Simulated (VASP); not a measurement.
# Lu3Si (Pm-3m) in VASP: single point with PBE

Aim: the single point of Lu3Si with PBE.

Everything below comes from runs of VASP 6.6.1. Logs are shortened: lines on timing, memory, paths and dates and some standing lists are left out, and cuts for length are marked.

### 1 Starting point

It takes space group Pm-3m (No. 221, cubic). The conventional cell has a = 4.541 Å, b = 4.541 Å, c = 4.541 Å, α = 90.00°, β = 90.00°, γ = 90.00°. Around Lu (site symmetry 4/mmm) lie 8 Lu at 3.21 Å and 4 Si at 3.21 Å. Si (site symmetry m-3m) is surrounded by 12 Lu at 3.21 Å.

The cell comes from a database or a generator and needn't be the stable form of this composition.

### 2 Single point, PBE

The input, INCAR:

```
SYSTEM = Lu3Si
  PREC = Accurate
  ENCUT = 520
  EDIFF = 1E-6
  ISMEAR = 1
  SIGMA = 0.1
  LREAL = .FALSE.
  LASPH = .TRUE.
  NELM = 80
  ALGO = Fast
  ISIF = 2
  LWAVE = .FALSE.
  LCHARG = .TRUE.
  GGA = PE
  LELF = .TRUE.
  LVHAR = .TRUE.
  NBANDS = 48
```

The input, KPOINTS:

```
Automatic mesh
0
G
  5 5 5
  0 0 0
```

The input, POSCAR:

```
Lu3Si
1.0
    4.5414200000      0.0000000000      0.0000000000
    0.0000000000      4.5414200000      0.0000000000
    0.0000000000      0.0000000000      4.5414200000
Lu Si
3 1
Direct
    0.0000000000      0.5000000000      0.5000000000
    0.5000000000      0.0000000000      0.5000000000
    0.5000000000      0.5000000000      0.0000000000
    0.0000000000      0.0000000000      0.0000000000
```

Potentials or basis: VASP PAW PBE potentials, release 64 (Lu, Si).

Run with:

```
> cat potpaw_PBE.64/Lu/POTCAR potpaw_PBE.64/Si/POTCAR > POTCAR
> mpirun -np 1 vasp_std > vasp.out
```

OUTCAR:

```text
SYSTEM = Lu3Si
   PREC = Accurate
   ENCUT = 520
   EDIFF = 1E-6
   ISMEAR = 1
   LREAL = .FALSE.
   LASPH = .TRUE.
   NELM = 80
   ISIF = 2
   GGA = PE

 ion  position               nearest neighbor table
   1  0.000  0.500  0.500-   2 3.21   3 3.21   4 3.21   3 3.21   4 3.21   2 3.21   4 3.21   4 3.21
                             2 3.21   3 3.21   3 3.21   2 3.21
   2  0.500  0.000  0.500-   1 3.21   3 3.21   4 3.21   3 3.21   4 3.21   1 3.21   3 3.21   3 3.21
                             1 3.21   4 3.21   4 3.21   1 3.21
   3  0.500  0.500  0.000-   1 3.21   2 3.21   4 3.21   1 3.21   2 3.21   2 3.21   4 3.21   2 3.21
                             1 3.21   4 3.21   1 3.21   4 3.21
   4  0.000  0.000  0.000-   1 3.21   2 3.21   3 3.21   1 3.21   2 3.21   1 3.21   3 3.21   1 3.21
                             2 3.21   3 3.21   2 3.21   3 3.21

  LATTYP: Found a simple cubic cell.
 ALAT       =     4.5414200000

  Lattice vectors:

 A1 = (   4.5414200000,   0.0000000000,   0.0000000000)
 A2 = (   0.0000000000,   4.5414200000,   0.0000000000)
 A3 = (   0.0000000000,   0.0000000000,   4.5414200000)

Analysis of symmetry for initial positions (statically):
=====================================================================
 Subroutine PRICEL returns:
 Original cell was already a primitive cell.

 Routine SETGRP: Setting up the symmetry group for a
 simple cubic supercell.

 Subroutine GETGRP returns: Found 48 space group operations
 (whereof 48 operations were pure point group operations)
 out of a pool of 48 trial point group operations.

The static configuration has the point symmetry O_h .

Analysis of symmetry for dynamics (positions and initial velocities):
=====================================================================
 Subroutine PRICEL returns:
 Original cell was already a primitive cell.

 Routine SETGRP: Setting up the symmetry group for a
 simple cubic supercell.

 Subroutine GETGRP returns: Found 48 space group operations
 (whereof 48 operations were pure point group operations)
 out of a pool of 48 trial point group operations.

The dynamic configuration has the point symmetry O_h .

 Subroutine INISYM returns: Found 48 space group operations
 (whereof 48 operations are pure point group operations),
 and found     1 'primitive' translations

----------------------------------------------------------------------------------------

                                     Primitive cell

  volume of cell :      93.6645

  direct lattice vectors                    reciprocal lattice vectors
     4.541420000  0.000000000  0.000000000     0.220195445  0.000000000  0.000000000
     0.000000000  4.541420000  0.000000000     0.000000000  0.220195445  0.000000000
     0.000000000  0.000000000  4.541420000     0.000000000  0.000000000  0.220195445

  length of vectors
     4.541420000  4.541420000  4.541420000     0.220195445  0.220195445  0.220195445

  position of ions in fractional coordinates (direct lattice)
     0.000000000  0.500000000  0.500000000
     0.500000000  0.000000000  0.500000000
     0.500000000  0.500000000  0.000000000
     0.000000000  0.000000000  0.000000000

  ion indices of the primitive-cell ions
   primitive index   ion index
                 1           1
                 2           2
                 3           3
                 4           4

----------------------------------------------------------------------------------------

 KPOINTS: Automatic mesh

Automatic generation of k-mesh.
 Grid dimensions read from file:
 generate k-points for:    5    5    5

 Generating k-lattice:

  Cartesian coordinates                     Fractional coordinates (reciprocal lattice)
     0.044039089  0.000000000  0.000000000     0.200000000  0.000000000  0.000000000
     0.000000000  0.044039089  0.000000000     0.000000000  0.200000000  0.000000000
     0.000000000  0.000000000  0.044039089     0.000000000  0.000000000  0.200000000

  Length of vectors
     0.044039089  0.044039089  0.044039089

  Shift w.r.t. Gamma in fractional coordinates (k-lattice)
     0.000000000  0.000000000  0.000000000

 Subroutine IBZKPT returns following result:
 ===========================================

 Found     10 irreducible k-points:

 Following reciprocal coordinates:
            Coordinates               Weight
  0.000000  0.000000  0.000000      1.000000
  0.200000  0.000000  0.000000      6.000000
  0.400000  0.000000  0.000000      6.000000
  0.200000  0.200000  0.000000     12.000000
  0.400000  0.200000  0.000000     24.000000
  0.400000  0.400000  0.000000     12.000000
  0.200000  0.200000  0.200000      8.000000
  0.400000  0.200000  0.200000     24.000000
  0.400000  0.400000  0.200000     24.000000
  0.400000  0.400000  0.400000      8.000000
   k-points           NKPTS =     10   k-points in BZ     NKDIM =     10   number of bands    NBANDS=     48
   number of dos      NEDOS =    301   number of ions     NIONS =      4
   total plane-waves  NPLWV =  46656
   dimension x,y,z NGX =    36 NGY =   36 NGZ =   36
   dimension x,y,z NGXF=    72 NGYF=   72 NGZF=   72
   ions per type =               3   1
   NGX,Y,Z   is equivalent  to a cutoff of  13.18, 13.18, 13.18 a.u.
   NGXF,Y,Z  is equivalent  to a cutoff of  26.36, 26.36, 26.36 a.u.
 SYSTEM =  Lu3Si
   PREC   = accura    normal or accurate (medium, high low for compatibility)
   ISTART =      0    job   : 0-new  1-cont  2-samecut
   ICHARG =      2    charge: 1-file 2-atom 10-const
   ISPIN  =      1    spin polarized calculation?
   LNONCOLLINEAR =      F non collinear calculations
   LSORBIT =      F    spin-orbit coupling
   LASPH  =      T    aspherical Exc in radial PAW
   ENCUT  =  520.0 eV  38.22 Ry    6.18 a.u.   8.44  8.44  8.44*2*pi/ulx,y,z
   NELM   =     80;   NELMIN=  2; NELMDL= -5     # of ELM steps
   EDIFF  = 0.1E-05   stopping-criterion for ELM
   LREAL  =      F    real-space projection
   EDIFFG = 0.1E-04   stopping-criterion for IOM
   NSW    =      0    number of steps for IOM
   IBRION =     -1    ionic relax: 0-MD 1-quasi-New 2-CG
   NFREE  =      0    steps in history (QN), initial steepest desc. (CG)
   ISIF   =      2    stress and relaxation
   ISYM   =      2    0-nonsym 1-usesym 2-fastsym
   POTIM  = 0.5000    time-step for ionic-motion
   TEBEG  =    0.0;   TEEND  =   0.0 temperature during run
   PSTRESS=    0.0 pullay stress
   NELECT =      79.0000    total number of electrons
   NUPDOWN=      -1.0000    fix difference up-down
   EMIN   =  10.00;   EMAX   =-10.00  energy-range for DOS
   EFERMI =   0.00;   METHOD = LEGACY
   ISMEAR =     1;   SIGMA  =   0.10  broadening in eV -4-tet -1-fermi 0-gaus
   EFERMI_NEDOS =   21; number of points for ismear=-14 and -15
   IALGO  =     68    algorithm
   IMIX   =      4    mixing-type and parameters
     AMIX     =   0.40;   BMIX     =  1.00
     AMIX_MAG =   1.60;   BMIX_MAG =  1.00
  volume/ion in A,a.u.               =      23.42       158.02
  Fermi-wavevector in a.u.,A,eV,Ry     =   1.546769  2.922970 32.551872  2.392495
  Thomas-Fermi vector in A             =   2.651958
   LORBIT       =      0    0 simple, 1 ext, 2 COOP (PROOUT), +10 PAW based schemes
   GGA     = PE    functional components
   LHFCALC =     F    Hartree Fock is set to
   AEXX    =    0.0000 exact exchange contribution
   IVDW    =     0    specifies the selected vdW correction
   LEPSILON=     F    determine dielectric tensor
   LRPA    =     F    only Hartree local field effects (RPA)
 non-spin polarized calculation
 RMM-DIIS sequential band-by-band and
 Methfessel and Paxton  Order N= 1 SIGMA  =   0.10
  energy-cutoff  :      520.00
  volume of cell :       93.66
 maximum number of plane-waves:      2542
 NGX is ok and might be reduce to    36
   NGX = 17   NGY = 17   NGZ = 17

 number of electron      79.0000036 magnetization

 Free energy of the ion-electron system (eV)
  ---------------------------------------------------
  ext. energy  EPLUGINS =         0.00000000
  ---------------------------------------------------
  free energy    TOTEN  =       -19.87362168 eV

  energy without entropy =      -19.87587575  energy(sigma->0) =      -19.87437304

 E-fermi :   3.7622     XC(G=0): -11.1627

 val. band max:        3.7212086013   @ k =   0.4000   0.4000   0.0000
 cond. band min:       3.8580041300   @ k =   0.4000   0.2000   0.2000
 fundamental gap:      0.1367955287
 Fermi energy:         3.7621867804

 k-point     1 :       0.0000    0.0000    0.0000
  band No.  band energies     occupation
      1     -52.4102      2.00000
      2     -52.3321      2.00000
      3     -52.3321      2.00000
      4     -23.4086      2.00000
      5     -23.4086      2.00000
      6     -23.4086      2.00000
[... 40 lines left out ...]
     47       7.3339      0.00000
     48      10.2989      0.00000

 k-point     2 :       0.2000    0.0000    0.0000
  band No.  band energies     occupation
      1     -52.4037      2.00000
      2     -52.3386      2.00000
      3     -52.3320      2.00000
      4     -23.3740      2.00000
      5     -23.3740      2.00000
      6     -23.3550      2.00000
[... 40 lines left out ...]
     47       7.7136      0.00000
     48       8.5677      0.00000

 k-point     3 :       0.4000    0.0000    0.0000
  band No.  band energies     occupation
      1     -52.3884      2.00000
      2     -52.3538      2.00000
      3     -52.3320      2.00000
      4     -23.3020      2.00000
      5     -23.3020      2.00000
      6     -23.2079      2.00000
[... 40 lines left out ...]
     47       7.2724      0.00000
     48       7.2789      0.00000

 k-point     4 :       0.2000    0.2000    0.0000
  band No.  band energies     occupation
      1     -52.3976      2.00000
      2     -52.3410      2.00000
      3     -52.3356      2.00000
      4     -23.3974      2.00000
      5     -23.3382      2.00000
      6     -23.2632      2.00000
[... 244 lines left out ...]
     47       7.5085      0.00000
     48       7.7039      0.00000

 k-point     9 :       0.4000    0.4000    0.2000
  band No.  band energies     occupation
      1     -52.3685      2.00000
      2     -52.3554      2.00000
      3     -52.3498      2.00000
      4     -23.4842      2.00000
      5     -23.3191      2.00000
      6     -23.2202      2.00000
[... 40 lines left out ...]
     47       7.2851      0.00000
     48       7.8489      0.00000

 k-point    10 :       0.4000    0.4000    0.4000
  band No.  band energies     occupation
      1     -52.3628      2.00000
      2     -52.3553      2.00000
      3     -52.3553      2.00000
      4     -23.5942      2.00000
      5     -23.3216      2.00000
      6     -23.3161      2.00000
[... 40 lines left out ...]
     47       7.0748      0.00000
     48       7.6429      0.00000

------------------------ aborting loop because EDIFF is reached ----------------------------------------

  FORCE on cell =-STRESS in cart. coord.  units (eV):
  Direction    XX          YY          ZZ          XY          YZ          ZX
  --------------------------------------------------------------------------------------
  -------------------------------------------------------------------------------------
  Total       -1.0506987     -1.0506987     -1.0506987      0.0000000     -0.0000000      0.0000000
  in kB      -17.9727190    -17.9727190    -17.9727190      0.0000000     -0.0000000      0.0000000
  external PRESSURE =     -17.9727190 kB  Pullay stress =       0.0000000 kB

 VOLUME and BASIS-vectors are now :
 -----------------------------------------------------------------------------
  energy-cutoff  :      520.00
  volume of cell :       93.66
      direct lattice vectors                 reciprocal lattice vectors
     4.541420000  0.000000000  0.000000000     0.220195445  0.000000000  0.000000000
     0.000000000  4.541420000  0.000000000     0.000000000  0.220195445  0.000000000
     0.000000000  0.000000000  4.541420000     0.000000000  0.000000000  0.220195445

 POSITION                                       TOTAL-FORCE (eV/Angst)
 -----------------------------------------------------------------------------------
      0.00000      2.27071      2.27071         0.000000      0.000000      0.000000
      2.27071      0.00000      2.27071         0.000000      0.000000      0.000000
      2.27071      2.27071      0.00000         0.000000      0.000000      0.000000
      0.00000      0.00000      0.00000         0.000000      0.000000      0.000000
 -----------------------------------------------------------------------------------
    total drift:                                0.000000      0.000000      0.000000

  FREE ENERGIE OF THE ION-ELECTRON SYSTEM (eV)
  ---------------------------------------------------
  free  energy   TOTEN  =       -19.8736216829 eV

  energy  without entropy=      -19.8758757519  energy(sigma->0) =      -19.87437304
```

Run time: 1.8 min. Hardware: 1 thread of Intel Xeon 6975P-C (Granite Rapids), shared host; peak memory 0.23 GiB.

What came out:

| Item | Value |
| --- | --- |
| Free energy | -19.8736 eV |
| Pressure | -1.8 GPa |
| Band gap on the k mesh | none (metal or under the smearing width) |

Levels at points of the mesh, in eV from the Fermi level:
| k point | band 38 | band 39 | band 40 | band 41 | band 42 | band 43 |
| --- | --- | --- | --- | --- | --- | --- |
| (0.00, 0.00, 0.00) | -0.67 | -0.67 | -0.67 | -0.53 | -0.53 | -0.53 |
